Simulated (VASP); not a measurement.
Level of theory: PBE GGA, VASP's PBE PAW potentials (set 64) (plane waves; VASP 6.6.1).

VASP ran on this input.

### POSCAR
```
Ag
2.9282370
  0.0000000000   0.7071066736   0.7071066736
  0.7071066736   0.0000000000   0.7071066736
  0.7071066736   0.7071066736   0.0000000000
Ag
1
Cartesian
  0.0000000000   0.0000000000   0.0000000000
```

### KPOINTS
```
Automatic mesh
0
Gamma
14 14 14
0 0 0
```

**INCAR**
```
# general
SYSTEM =Ag
PREC   =Accurate
ENCUT  =480
LREAL  =.False.   # projection in real space or not
LASPH  =.True.   # aspherical one-centre terms

# electronic loop
EDIFF  =1E-7   # SCF stop (eV)
NELM   =100   # most electronic steps
ALGO   =Normal   # blocked Davidson
LMAXMIX=4   # l cut-off of mixed one-centre charges

# smearing
ISMEAR =1
SIGMA  =0.1   # width (eV)

# functional
GGA    =PE

# ions
ISIF   =2

# output
LWAVE  =.False.
LCHARG =.False.
```

POTCAR, in this order: Ag (PBE.64 set). Program: vasp_std.

The run wrote:

### OSZICAR
```
       N       E                     dE             d eps       ncg     rms          rms(c)
DAV:   1     0.394960908886E+02    0.39496E+02   -0.54594E+03  2000   0.103E+03
DAV:   2    -0.261587704150E+01   -0.42112E+02   -0.40108E+02  1954   0.193E+02
DAV:   3    -0.296014191343E+01   -0.34426E+00   -0.34411E+00  2244   0.207E+01
DAV:   4    -0.296087589409E+01   -0.73398E-03   -0.73397E-03  2136   0.909E-01
DAV:   5    -0.296088122892E+01   -0.53348E-05   -0.53341E-05  2129   0.702E-02    0.470E+00
DAV:   6    -0.272628105936E+01    0.23460E+00   -0.11390E+00  1908   0.115E+01    0.312E+00
DAV:   7    -0.271951707954E+01    0.67640E-02   -0.85372E-03  2006   0.103E+00    0.177E+00
DAV:   8    -0.271696510496E+01    0.25520E-02   -0.67208E-04  1945   0.260E-01    0.670E-02
DAV:   9    -0.271697258172E+01   -0.74768E-05   -0.64890E-06  2162   0.244E-02    0.140E-02
DAV:  10    -0.271697952326E+01   -0.69415E-05   -0.39146E-06  2029   0.249E-02    0.532E-03
DAV:  11    -0.271697915866E+01    0.36460E-06   -0.58926E-08  1537   0.256E-03    0.349E-04
DAV:  12    -0.271697911277E+01    0.45890E-07   -0.52318E-09   959   0.810E-04
   1 F= -.27169791E+01 E0= -.27167433E+01  d E =-.707371E-03
```

**OUTCAR**
```
------------------------ aborting loop because EDIFF is reached ----------------------------------------
  FORCE on cell =-STRESS in cart. coord.  units (eV):
  Direction    XX          YY          ZZ          XY          YZ          ZX
  --------------------------------------------------------------------------------------
  Total        0.0455926      0.0455926      0.0455926      0.0000000      0.0000000     -0.0000000
  in kB        4.1143527      4.1143527      4.1143527      0.0000000      0.0000000     -0.0000000
  external PRESSURE =       4.1143527 kB  Pullay stress =       0.0000000 kB
  volume of cell :       17.75
      direct lattice vectors                 reciprocal lattice vectors
     0.000000000  2.070575925  2.070575925    -0.241478708  0.241478708  0.241478708
     2.070575925  0.000000000  2.070575925     0.241478708 -0.241478708  0.241478708
     2.070575925  2.070575925  0.000000000     0.241478708  0.241478708 -0.241478708
 POSITION                                       TOTAL-FORCE (eV/Angst)
 -----------------------------------------------------------------------------------
      0.00000      0.00000      0.00000        -0.000000      0.000000     -0.000000
 -----------------------------------------------------------------------------------
    total drift:                                0.000000     -0.000000     -0.000000
  FREE ENERGIE OF THE ION-ELECTRON SYSTEM (eV)
  ---------------------------------------------------
  free  energy   TOTEN  =        -2.7169791128 eV

  energy  without entropy=       -2.7162717416  energy(sigma->0) =       -2.71674332
```
(Selected blocks of OUTCAR.)

The compound is Ag in the fcc structure. It was relaxed first.
